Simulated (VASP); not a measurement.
# MnHg (Pm-3m) in VASP: notebook

The runs below take MnHg through single point, with r2SCAN.

Program: VASP 6.6.1. These are calculated values, not measurements. Logs are shortened: lines on timing, memory, paths and dates and some standing lists are left out, and cuts for length are marked.

### 1 The crystal as given

The structure is cubic, space group Pm-3m (No. 221). The conventional cell has a = 3.315 Å, b = 3.315 Å, c = 3.315 Å, α = 90.00°, β = 90.00°, γ = 90.00°. Around Hg (site symmetry m-3m) lie 8 Mn at 2.87 Å. Around Mn (site symmetry m-3m) lie 8 Hg at 2.87 Å.

### 2 Single point, r2SCAN, collinear spin, ferromagnetic start

File INCAR:

```
PREC = Accurate
ENCUT = 300
EDIFF = 1E-6
ISMEAR = 1
SIGMA = 0.15
LREAL = False
LASPH = True
NELM = 100
ALGO = Normal
ISIF = 2
LWAVE = False
LCHARG = False
ISPIN = 2
MAGMOM = 0 4
LORBIT = 11
LMAXMIX = 4
METAGGA = R2SCAN
LMIXTAU = True
NBANDS = 24
ADDGRID = False
```

File KPOINTS:

```
regular mesh
0
Gamma
  7 7 7
```

File POSCAR:

```
MnHg
1.0
    3.3150000000      0.0000000000      0.0000000000
    0.0000000000      3.3150000000      0.0000000000
    0.0000000000      0.0000000000      3.3150000000
Hg Mn
1 1
Direct
    0.0000000000      0.0000000000      0.0000000000
    0.5000000000      0.5000000000      0.5000000000
```

Potentials or basis: VASP PAW PBE potentials, release 64 (Hg, Mn_pv).

The run is started by

```console
$ cat potpaw_PBE.64/Hg/POTCAR potpaw_PBE.64/Mn_pv/POTCAR > POTCAR
$ mpirun -np 1 vasp_std > vasp.out
```

OUTCAR:

```text
PREC = Accurate
   ENCUT = 300
   EDIFF = 1E-6
   ISMEAR = 1
   LREAL = False
   LASPH = True
   NELM = 100
   ISIF = 2
   ISPIN = 2
   LORBIT = 11
   METAGGA = R2SCAN

 Found     20 irreducible k-points:

 Following reciprocal coordinates:
            Coordinates               Weight
  0.000000  0.000000  0.000000      1.000000
  0.142857  0.000000  0.000000      6.000000
  0.285714  0.000000  0.000000      6.000000
  0.428571  0.000000  0.000000      6.000000
  0.142857  0.142857  0.000000     12.000000
  0.285714  0.142857  0.000000     24.000000
   k-points           NKPTS =     20   k-points in BZ     NKDIM =     20   number of bands    NBANDS=     24
   number of dos      NEDOS =    301   number of ions     NIONS =      2
   total plane-waves  NPLWV =   8000
   dimension x,y,z NGX =    20 NGY =   20 NGZ =   20
   dimension x,y,z NGXF=    40 NGYF=   40 NGZF=   40
   ions per type =               1   1
   NGX,Y,Z   is equivalent  to a cutoff of  10.03, 10.03, 10.03 a.u.
   NGXF,Y,Z  is equivalent  to a cutoff of  20.06, 20.06, 20.06 a.u.
 SYSTEM =  unknown system
   PREC   = accura    normal or accurate (medium, high low for compatibility)
   ISTART =      0    job   : 0-new  1-cont  2-samecut
   ICHARG =      2    charge: 1-file 2-atom 10-const
   ISPIN  =      2    spin polarized calculation?
   LNONCOLLINEAR =      F non collinear calculations
   LSORBIT =      F    spin-orbit coupling
   LASPH  =      T    aspherical Exc in radial PAW
   ENCUT  =  300.0 eV  22.05 Ry    4.70 a.u.   4.68  4.68  4.68*2*pi/ulx,y,z
   NELM   =    100;   NELMIN=  2; NELMDL= -5     # of ELM steps
   EDIFF  = 0.1E-05   stopping-criterion for ELM
   LREAL  =      F    real-space projection
   EDIFFG = 0.1E-04   stopping-criterion for IOM
   NSW    =      0    number of steps for IOM
   IBRION =     -1    ionic relax: 0-MD 1-quasi-New 2-CG
   NFREE  =      0    steps in history (QN), initial steepest desc. (CG)
   ISIF   =      2    stress and relaxation
   ISYM   =      2    0-nonsym 1-usesym 2-fastsym
   POTIM  = 0.5000    time-step for ionic-motion
   TEBEG  =    0.0;   TEEND  =   0.0 temperature during run
   PSTRESS=    0.0 pullay stress
   NELECT =      25.0000    total number of electrons
   NUPDOWN=      -1.0000    fix difference up-down
   EMIN   =  10.00;   EMAX   =-10.00  energy-range for DOS
   EFERMI =   0.00;   METHOD = LEGACY
   ISMEAR =     1;   SIGMA  =   0.15  broadening in eV -4-tet -1-fermi 0-gaus
   EFERMI_NEDOS =   21; number of points for ismear=-14 and -15
   IALGO  =     38    algorithm
   IMIX   =      4    mixing-type and parameters
     AMIX     =   0.40;   BMIX     =  1.00
     AMIX_MAG =   1.60;   BMIX_MAG =  1.00
  volume/ion in A,a.u.               =      18.21       122.92
  Fermi-wavevector in a.u.,A,eV,Ry     =   1.444014  2.728790 28.370534  2.085175
  Thomas-Fermi vector in A             =   2.562356
   LORBIT       =     11    0 simple, 1 ext, 2 COOP (PROOUT), +10 PAW based schemes
   METAGGA = R2SCAN    functional components
   LHFCALC =     F    Hartree Fock is set to
   AEXX    =    0.0000 exact exchange contribution
   IVDW    =     0    specifies the selected vdW correction
   LEPSILON=     F    determine dielectric tensor
   LRPA    =     F    only Hartree local field effects (RPA)
 spin polarized calculation
 Methfessel and Paxton  Order N= 1 SIGMA  =   0.15
  energy-cutoff  :      300.00
  volume of cell :       36.43
 maximum number of plane-waves:       441
 NGX is ok and might be reduce to    20
   NGX =  9   NGY =  9   NGZ =  9

 number of electron      24.9999976 magnetization       4.0011470

 Free energy of the ion-electron system (eV)
  ---------------------------------------------------
  ext. energy  EPLUGINS =         0.00000000
  ---------------------------------------------------
  free energy    TOTEN  =       -64.04742701 eV

  energy without entropy =      -64.04428153  energy(sigma->0) =      -64.04637852

 E-fermi :   5.6538     XC(G=0): -12.6501

 val. band max:        5.5860145087   @ k =   0.4286   0.2857   0.0000
 cond. band min:       5.6702840774   @ k =   0.4286   0.2857   0.2857
 fundamental gap:      0.0842695686
 Fermi energy:         5.6537733106

 spin component 1

 k-point     1 :       0.0000    0.0000    0.0000
  band No.  band energies     occupation
      1     -47.2835      1.00000
      2     -47.2835      1.00000
      3     -47.2835      1.00000
      4      -4.5393      1.00000
      5      -3.1540      1.00000
      6      -3.1540      1.00000
[... 16 lines left out ...]
     23      23.2931      0.00000
     24      27.1556      0.00000

 k-point     2 :       0.1429    0.0000    0.0000
  band No.  band energies     occupation
      1     -47.2867      1.00000
      2     -47.2837      1.00000
      3     -47.2837      1.00000
      4      -4.2157      1.00000
      5      -3.0968      1.00000
      6      -2.9933      1.00000
[... 16 lines left out ...]
     23      23.0218      0.00000
     24      24.1299      0.00000

 k-point     3 :       0.2857    0.0000    0.0000
  band No.  band energies     occupation
      1     -47.2937      1.00000
      2     -47.2832      1.00000
      3     -47.2832      1.00000
      4      -3.4820      1.00000
      5      -2.9613      1.00000
      6      -2.3769      1.00000
[... 16 lines left out ...]
     23      20.8188      0.00000
     24      23.1594      0.00000

 k-point     4 :       0.4286    0.0000    0.0000
  band No.  band energies     occupation
      1     -47.2994      1.00000
      2     -47.2826      1.00000
      3     -47.2826      1.00000
      4      -3.0476      1.00000
      5      -2.8451      1.00000
      6      -2.2709      1.00000
[... 16 lines left out ...]
     23      19.6808      0.00000
     24      28.2818      0.00000

 k-point     5 :       0.1429    0.1429    0.0000
  band No.  band energies     occupation
      1     -47.2867      1.00000
      2     -47.2865      1.00000
      3     -47.2835      1.00000
      4      -3.9063      1.00000
      5      -2.9918      1.00000
      6      -2.8948      1.00000
[... 16 lines left out ...]
     23      23.2878      0.00000
     24      24.1399      0.00000

 k-point     6 :       0.2857    0.1429    0.0000
  band No.  band energies     occupation
      1     -47.2933      1.00000
      2     -47.2862      1.00000
      3     -47.2829      1.00000
      4      -3.2751      1.00000
      5      -2.8360      1.00000
      6      -2.4902      1.00000
[... 16 lines left out ...]
     23      23.1967      0.00000
     24      24.3060      0.00000

 [... further k-points ...]

 spin component 2

 k-point     1 :       0.0000    0.0000    0.0000
  band No.  band energies     occupation
      1     -41.6648      1.00000
      2     -41.6648      1.00000
      3     -41.6648      1.00000
      4      -4.6057      1.00000
      5      -3.1587      1.00000
      6      -3.1587      1.00000
[... 16 lines left out ...]
     23      23.3125      0.00000
     24      28.7341      0.00000

 k-point     2 :       0.1429    0.0000    0.0000
  band No.  band energies     occupation
      1     -41.6692      1.00000
      2     -41.6649      1.00000
      3     -41.6649      1.00000
      4      -4.2853      1.00000
      5      -3.1169      1.00000
      6      -2.9957      1.00000
[... 16 lines left out ...]
     23      23.2604      0.00000
     24      25.2624      0.00000

 k-point     3 :       0.2857    0.0000    0.0000
  band No.  band energies     occupation
      1     -41.6788      1.00000
      2     -41.6642      1.00000
      3     -41.6642      1.00000
      4      -3.6006      1.00000
      5      -3.0202      1.00000
      6      -2.3186      1.00000
[... 16 lines left out ...]
     23      21.8194      0.00000
     24      24.2149      0.00000

 k-point     4 :       0.4286    0.0000    0.0000
  band No.  band energies     occupation
      1     -41.6864      1.00000
      2     -41.6636      1.00000
      3     -41.6636      1.00000
      4      -3.2208      1.00000
      5      -2.9404      1.00000
      6      -2.2800      1.00000
[... 16 lines left out ...]
     23      19.6262      0.00000
     24      28.7710      0.00000

 k-point     5 :       0.1429    0.1429    0.0000
  band No.  band energies     occupation
      1     -41.6692      1.00000
      2     -41.6686      1.00000
      3     -41.6645      1.00000
      4      -3.9712      1.00000
      5      -3.0109      1.00000
      6      -2.9100      1.00000
[... 16 lines left out ...]
     23      23.4900      0.00000
     24      25.4959      0.00000

 k-point     6 :       0.2857    0.1429    0.0000
  band No.  band energies     occupation
      1     -41.6783      1.00000
      2     -41.6683      1.00000
      3     -41.6638      1.00000
      4      -3.3637      1.00000
      5      -2.8788      1.00000
      6      -2.4517      1.00000
[... 16 lines left out ...]
     23      24.2796      0.00000
     24      25.1961      0.00000

 [... further k-points ...]
[... 5 lines left out ...]
  --------------------------------------------------------------------------------------
  -------------------------------------------------------------------------------------
  Total       -0.1318733     -0.1318733     -0.1318733      0.0000000      0.0000000     -0.0000000
  in kB       -5.7998520     -5.7998520     -5.7998520      0.0000000      0.0000000     -0.0000000
  external PRESSURE =      -5.7998520 kB  Pullay stress =       0.0000000 kB

 VOLUME and BASIS-vectors are now :
 -----------------------------------------------------------------------------
  energy-cutoff  :      300.00
  volume of cell :       36.43
      direct lattice vectors                 reciprocal lattice vectors
     3.315000000  0.000000000  0.000000000     0.301659125  0.000000000  0.000000000
     0.000000000  3.315000000  0.000000000     0.000000000  0.301659125  0.000000000
     0.000000000  0.000000000  3.315000000     0.000000000  0.000000000  0.301659125

 POSITION                                       TOTAL-FORCE (eV/Angst)
 -----------------------------------------------------------------------------------
      0.00000      0.00000      0.00000         0.000000      0.000000      0.000000
      1.65750      1.65750      1.65750         0.000000      0.000000      0.000000
 -----------------------------------------------------------------------------------
    total drift:                               -0.000000      0.000000     -0.000000

  FREE ENERGIE OF THE ION-ELECTRON SYSTEM (eV)
  ---------------------------------------------------
  free  energy   TOTEN  =       -64.0474270124 eV

  energy  without entropy=      -64.0442815311  energy(sigma->0) =      -64.04637852

 total charge

# of ion       s       p       d       tot
------------------------------------------
    1        0.828   0.553   9.222  10.602
    2        0.265   6.178   4.933  11.377
--------------------------------------------------
tot          1.093   6.731  14.155  21.979

 magnetization (x)

# of ion       s       p       d       tot
------------------------------------------
    1       -0.052  -0.104   0.049  -0.108
    2        0.025   0.014   4.010   4.049
--------------------------------------------------
tot         -0.027  -0.090   4.059   3.941
```

Wall time 45 s (1 thread of Intel Xeon Platinum 8488C (Sapphire Rapids), shared host); peak memory 0.14 GiB.

The run converged, but some of its settings lie outside the range that counts as converged, so its numbers aren't taken as properties of the crystal.

Results:

* Free energy: -64.0474 eV
* Band gap on the k mesh: none (metal or under the smearing width)
* Net moment: 4.00 μB per cell
* Site moments: Hg -0.11; Mn +4.05 μB
* Valence electrons inside the program's atomic spheres: Hg 10.60; Mn 11.38

Caveat: the cutoff is under 1.25 times the usual one of these potentials, so pressure, stress and relaxed cells hold a basis-set (Pulay) error; the PAW data sets were made with another functional, which shifts forces and pressure a little.

### 3 Single point, r2SCAN, collinear spin, ferromagnetic start

INCAR is that of step 2.

KPOINTS is that of step 2.

File POSCAR:

```
MnHg
1.0
    3.3150000000      0.0000000000      0.0000000000
    0.0000000000      3.3150000000      0.0000000000
    0.0000000000      0.0000000000      3.3150000000
Hg Mn
1 1
Direct
   -0.0058010000      0.0109980000     -0.0122330000
    0.5154140000      0.4990250000      0.4770600000
```

Potentials or basis: VASP PAW PBE potentials, release 64 (Hg, Mn_pv).

The run is started by

```console
$ cat potpaw_PBE.64/Hg/POTCAR potpaw_PBE.64/Mn_pv/POTCAR > POTCAR
$ mpirun -np 1 vasp_std > vasp.out
```

Wall time 5.1 min (1 thread of Intel Xeon Platinum 8488C (Sapphire Rapids), shared host); peak memory 0.22 GiB.

These settings aren't checked as converged: the numbers below hold their error.

What came out:

```yaml
Free_energy: -64.0337 eV
Largest_force: 0.297 eV/Å
Band_gap_on_the_k_mesh: none (metal or under the smearing width)
Net_moment: 4.00 μB per cell
Site_moments: Hg -0.11; Mn +4.05 μB
Valence_electrons_inside_the_program's_atomic_spheres: Hg 10.61; Mn 11.38
```

Caveat: the cutoff is under 1.25 times the usual one of these potentials, so pressure, stress and relaxed cells hold a basis-set (Pulay) error; the PAW data sets were made with another functional, which shifts forces and pressure a little.

(Continued in part 2 of 2.)
